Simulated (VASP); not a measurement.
All values below come from PBEsol GGA, VASP's PBE PAW potentials (set 64) (plane waves; VASP).

A VASP calculation is set up with these files.

**INCAR**
```
! general
SYSTEM   =  ZrS
PREC     =  Accurate
ENCUT    =  400
LREAL    =  F   ! projection in real space or not
LASPH    =  T   ! aspherical one-centre terms

! electronic loop
EDIFF    =  1E-6
NELM     =  100
ALGO     =  Normal
LMAXMIX  =  4

! smearing
ISMEAR   =  1   ! Methfessel-Paxton
SIGMA    =  0.1   ! width (eV)

! functional
GGA      =  PS   ! PBEsol

! ions
IBRION   =  2   ! conjugate gradients
NSW      =  60   ! most ionic steps
ISIF     =  3   ! ions, shape and volume
EDIFFG   =  -0.01   ! ionic stop

! output
LWAVE    =  F
LCHARG   =  F
```

File KPOINTS:
```
kpoints
0
G
 9 9 9
```

POSCAR:
```
ZrS
1
    0.0000000000     3.2331620000     3.2331620000
    3.2331620000     0.0000000000     3.2331620000
    3.2331620000     3.2331620000     0.0000000000
Zr S
1 1
Direct
  0.0000000000   0.0000000000   0.0000000000
  0.2500000000   0.2500000000   0.2500000000
```

POTCAR, in this order: Zr_sv S (PBE.64 set). Program: vasp_std.

The run wrote:

OUTCAR:
```
 ion  position               nearest neighbor table
   1  0.000  0.000  0.000-   2 2.80   2 2.80   2 2.80   2 2.80
   2  0.250  0.250  0.250-   1 2.80   1 2.80   1 2.80   1 2.80
  LATTYP: Found a face centered cubic cell.
 ALAT       =     6.4663240000
 Subroutine PRICEL returns:
 Original cell was already a primitive cell.
 Subroutine GETGRP returns: Found 24 space group operations
The static configuration has the point symmetry T_d .
The dynamic configuration has the point symmetry T_d .
 Subroutine INISYM returns: Found 24 space group operations
 Subroutine IBZKPT returns following result:
 Found     35 irreducible k-points:

 Following reciprocal coordinates:
            Coordinates               Weight
  0.000000  0.000000  0.000000      1.000000
  0.111111  0.000000  0.000000      8.000000
  0.222222  0.000000  0.000000      8.000000
  0.333333  0.000000  0.000000      8.000000
  0.444444  0.000000  0.000000      8.000000
  0.111111  0.111111  0.000000      6.000000
  0.222222  0.111111  0.000000     24.000000
  0.333333  0.111111  0.000000     24.000000
  0.444444  0.111111  0.000000     24.000000
 -0.444444  0.111111  0.000000     24.000000
 -0.333333  0.111111  0.000000     24.000000
 -0.222222  0.111111  0.000000     24.000000
 -0.111111  0.111111  0.000000     12.000000
  0.222222  0.222222  0.000000      6.000000
  0.333333  0.222222  0.000000     24.000000
  0.444444  0.222222  0.000000     24.000000
 -0.444444  0.222222  0.000000     24.000000
 -0.333333  0.222222  0.000000     24.000000
 -0.222222  0.222222  0.000000     12.000000
  0.333333  0.333333  0.000000      6.000000
  0.444444  0.333333  0.000000     24.000000
 -0.444444  0.333333  0.000000     24.000000
 -0.333333  0.333333  0.000000     12.000000
  0.444444  0.444444  0.000000      6.000000
...
```

OSZICAR:
```
       N       E                     dE             d eps       ncg     rms          rms(c)
DAV:   1     0.105321163748E+03    0.10532E+03   -0.76890E+03   926   0.102E+03
DAV:   2    -0.811070654190E+01   -0.11343E+03   -0.11067E+03  1090   0.263E+02
DAV:   3    -0.151213004382E+02   -0.70106E+01   -0.69475E+01  1531   0.588E+01
DAV:   4    -0.153600966315E+02   -0.23880E+00   -0.23821E+00  1279   0.944E+00
DAV:   5    -0.153642925105E+02   -0.41959E-02   -0.41858E-02  1393   0.121E+00    0.793E+00
DAV:   6    -0.139246219023E+02    0.14397E+01   -0.69229E+00  1025   0.132E+01    0.296E+00
DAV:   7    -0.139279166350E+02   -0.32947E-02   -0.33786E-01  1330   0.346E+00    0.157E+00
DAV:   8    -0.139186401408E+02    0.92765E-02   -0.29751E-02  1140   0.136E+00    0.424E-01
DAV:   9    -0.139184169786E+02    0.22316E-03   -0.21688E-03  1475   0.277E-01    0.288E-01
DAV:  10    -0.139186064955E+02   -0.18952E-03   -0.46433E-04  1085   0.194E-01    0.677E-02
DAV:  11    -0.139186168324E+02   -0.10337E-04   -0.24111E-05  1438   0.374E-02    0.767E-03
DAV:  12    -0.139186184375E+02   -0.16051E-05   -0.49748E-06  1158   0.155E-02    0.287E-03
DAV:  13    -0.139186188593E+02   -0.42173E-06   -0.48010E-07   745   0.425E-03
   1 F= -.13918619E+02 E0= -.13917518E+02  d E =-.139186E+02
       N       E                     dE             d eps       ncg     rms          rms(c)
DAV:   1    -0.569198342553E+02   -0.43001E+02   -0.12477E+03   940   0.344E+02    0.809E+01
DAV:   2    -0.206514930030E+02    0.36268E+02   -0.61885E+01   925   0.866E+01    0.187E+01
DAV:   3    -0.144044492194E+02    0.62470E+01   -0.32974E+01  1539   0.475E+01    0.169E+01
DAV:   4    -0.149513775576E+02   -0.54693E+00   -0.12825E+00  1426   0.874E+00    0.554E+00
DAV:   5    -0.150349150744E+02   -0.83538E-01   -0.50517E-01  1460   0.515E+00    0.240E+00
DAV:   6    -0.150833812154E+02   -0.48466E-01   -0.28831E-01  1490   0.416E+00    0.657E-01
DAV:   7    -0.150795635985E+02    0.38176E-02   -0.24771E-02  1110   0.168E+00    0.225E-01
DAV:   8    -0.150796784316E+02   -0.11483E-03   -0.27781E-03  1375   0.429E-01    0.902E-02
DAV:   9    -0.150796549585E+02    0.23473E-04   -0.55580E-05  1269   0.633E-02    0.446E-02
DAV:  10    -0.150796495222E+02    0.54362E-05   -0.26393E-05  1450   0.344E-02    0.906E-03
DAV:  11    -0.150796487341E+02    0.78818E-06   -0.12062E-06   730   0.113E-02
   2 F= -.15079649E+02 E0= -.15079605E+02  d E =-.116103E+01
       N       E                     dE             d eps       ncg     rms          rms(c)
DAV:   1    -0.185512877150E+02   -0.34716E+01   -0.97960E+01  1055   0.108E+02    0.166E+01
DAV:   2    -0.160510363373E+02    0.25003E+01   -0.10644E+01  1165   0.327E+01    0.717E+00
DAV:   3    -0.154084068376E+02    0.64263E+00   -0.37417E+00  1380   0.155E+01    0.245E+00
DAV:   4    -0.154470251572E+02   -0.38618E-01   -0.11836E-01  1075   0.351E+00    0.946E-01
DAV:   5    -0.154857726467E+02   -0.38747E-01   -0.61813E-02  1333   0.148E+00    0.629E-01
DAV:   6    -0.154922366466E+02   -0.64640E-02   -0.91781E-03  1483   0.611E-01    0.255E-01
DAV:   7    -0.154929241763E+02   -0.68753E-03   -0.15003E-03  1270   0.299E-01    0.112E-01
DAV:   8    -0.154928688494E+02    0.55327E-04   -0.11108E-04  1121   0.114E-01    0.262E-02
DAV:   9    -0.154928665769E+02    0.22726E-05   -0.10602E-05  1354   0.386E-02    0.184E-02
DAV:  10    -0.154928690639E+02   -0.24870E-05   -0.26010E-06   955   0.214E-02    0.196E-03
DAV:  11    -0.154928689483E+02    0.11564E-06   -0.53113E-08   585   0.252E-03
   3 F= -.15492869E+02 E0= -.15492861E+02  d E =-.157425E+01
       N       E                     dE             d eps       ncg     rms          rms(c)
DAV:   1    -0.155019609452E+02   -0.90919E-02   -0.25622E-01  1010   0.526E+00    0.993E-01
DAV:   2    -0.154939009054E+02    0.80600E-02   -0.21161E-02   980   0.156E+00    0.273E-01
DAV:   3    -0.154927537593E+02    0.11471E-02   -0.91031E-03  1395   0.701E-01    0.151E-01
DAV:   4    -0.154929122617E+02   -0.15850E-03   -0.25758E-04  1110   0.158E-01    0.700E-02
DAV:   5    -0.154930244049E+02   -0.11214E-03   -0.19320E-04  1250   0.831E-02    0.371E-02
DAV:   6    -0.154930492813E+02   -0.24876E-04   -0.40299E-05  1521   0.416E-02    0.721E-03
DAV:   7    -0.154930490508E+02    0.23051E-06   -0.17733E-06   923   0.102E-02
   4 F= -.15493049E+02 E0= -.15493096E+02  d E =-.157443E+01
       N       E                     dE             d eps       ncg     rms          rms(c)
DAV:   1    -0.154987533271E+02   -0.57040E-02   -0.16390E-01  1010   0.422E+00    0.784E-01
DAV:   2    -0.154936549122E+02    0.50984E-02   -0.13895E-02   980   0.126E+00    0.221E-01
DAV:   3    -0.154929002234E+02    0.75469E-03   -0.57048E-03  1390   0.559E-01    0.119E-01
DAV:   4    -0.154929868898E+02   -0.86666E-04   -0.16450E-04  1100   0.126E-01    0.539E-02
DAV:   5    -0.154930449675E+02   -0.58078E-04   -0.12688E-04  1227   0.675E-02    0.297E-02
DAV:   6    -0.154930529057E+02   -0.79383E-05   -0.25530E-05  1521   0.331E-02    0.611E-03
DAV:   7    -0.154930527153E+02    0.19039E-06   -0.10434E-06   770   0.774E-03
   5 F= -.15493053E+02 E0= -.15493055E+02  d E =-.366449E-05
       N       E                     dE             d eps       ncg     rms          rms(c)
DAV:   1    -0.154946293274E+02   -0.15764E-02   -0.40911E-02  1005   0.210E+00    0.396E-01
DAV:   2    -0.154933362731E+02    0.12931E-02   -0.34104E-03   975   0.625E-01    0.110E-01
DAV:   3    -0.154931491885E+02    0.18708E-03   -0.14488E-03  1390   0.280E-01    0.602E-02
DAV:   4    -0.154931763554E+02   -0.27167E-04   -0.41353E-05  1105   0.631E-02    0.277E-02
DAV:   5    -0.154931963609E+02   -0.20005E-04   -0.30835E-05  1224   0.333E-02    0.148E-02
DAV:   6    -0.154932016875E+02   -0.53266E-05   -0.65651E-06  1401   0.167E-02    0.296E-03
DAV:   7    -0.154932016728E+02    0.14667E-07   -0.27568E-07   500   0.420E-03
   6 F= -.15493202E+02 E0= -.15493226E+02  d E =-.152622E-03
```

**OUTCAR**
```
------------------------ aborting loop because EDIFF is reached ----------------------------------------
  FORCE on cell =-STRESS in cart. coord.  units (eV):
  Direction    XX          YY          ZZ          XY          YZ          ZX
  --------------------------------------------------------------------------------------
  Total        0.0013750      0.0013750      0.0013750     -0.0000000     -0.0000000      0.0000000
  in kB        0.0479919      0.0479919      0.0479919     -0.0000000     -0.0000000      0.0000000
  external PRESSURE =       0.0479919 kB  Pullay stress =       0.0000000 kB
  volume of cell :       45.90
      direct lattice vectors                 reciprocal lattice vectors
    -0.000000000  2.841850142  2.841850142    -0.175941719  0.175941719  0.175941719
     2.841850142  0.000000000  2.841850142     0.175941719 -0.175941719  0.175941719
     2.841850142  2.841850142  0.000000000     0.175941719  0.175941719 -0.175941719
 POSITION                                       TOTAL-FORCE (eV/Angst)
 -----------------------------------------------------------------------------------
      0.00000      0.00000      0.00000         0.000000      0.000000      0.000000
      1.42093      1.42093      1.42093        -0.000000     -0.000000     -0.000000
 -----------------------------------------------------------------------------------
    total drift:                               -0.000000     -0.000000     -0.000000
  FREE ENERGIE OF THE ION-ELECTRON SYSTEM (eV)
  ---------------------------------------------------
  free  energy   TOTEN  =       -15.4932016728 eV

  energy  without entropy=      -15.4932744971  energy(sigma->0) =      -15.49322595

 reached required accuracy - stopping structural energy minimisation
```
(Selected blocks of OUTCAR.)

### CONTCAR
```
ZrS
   1.00000000000000
    -0.0000000000000000    2.8418501420290769    2.8418501420290769
     2.8418501420290769    0.0000000000000000    2.8418501420290769
     2.8418501420290769    2.8418501420290769    0.0000000000000000
  Zr              S
     1     1
Direct
     0.0000000000000000    0.0000000000000000    0.0000000000000000
     0.2500000000000000    0.2500000000000000    0.2500000000000000
```

**OUTCAR**
```
 val. band max:        7.4545331713   @ k =  -0.3333   0.1111   0.0000

 cond. band min:       7.5160981238   @ k =  -0.3333   0.4444   0.1111


 Fermi energy:         7.4585253225

 k-point     1 :       0.0000    0.0000    0.0000
  band No.  band energies     occupation
      1     -42.1218      2.00000
      2     -20.2166      2.00000
      3     -20.2166      2.00000
      4     -20.2166      2.00000
      5      -7.4444      2.00000
      6       1.9748      2.00000
      7       1.9748      2.00000
      8       1.9748      2.00000
      9       7.5235      0.11752
     10       7.6980     -0.00366
     11       7.6980     -0.00366
     12      11.7428      0.00000
     13      11.7428      0.00000

 k-point     2 :       0.1111    0.0000    0.0000
  band No.  band energies     occupation
      1     -42.1206      2.00000
      2     -20.2383      2.00000
      3     -20.2193      2.00000
      4     -20.2193      2.00000
      5      -7.3676      2.00000
      6       1.8370      2.00000
      7       2.0283      2.00000
      8       2.0283      2.00000
      9       7.6121     -0.05211
     10       7.6121     -0.05211
     11       7.9537     -0.00000
     12      11.4641      0.00000
     13      11.8728      0.00000

 k-point     3 :       0.2222    0.0000    0.0000
  band No.  band energies     occupation
      1     -42.1177      2.00000
      2     -20.2927      2.00000
      3     -20.2263      2.00000
      4     -20.2263      2.00000
      5      -7.1750      2.00000
      6       1.6028      2.00000
      7       2.1564      2.00000
      8       2.1564      2.00000
      9       7.5287      0.07870
     10       7.5287      0.07870
     11       8.7808     -0.00000
     12      10.9519      0.00000
     13      11.7655      0.00000

 k-point     4 :       0.3333    0.0000    0.0000
  band No.  band energies     occupation
      1     -42.1144      2.00000
      2     -20.3533      2.00000
      3     -20.2342      2.00000
...
```

Energy and stress use the plane-wave basis of the starting cell.

The structure was generated: ZrS was put into the zinc blende type (F-43m), which need not be its known phase. This run relaxes it. Symmetry was kept, so distortions that lower it aren't found.
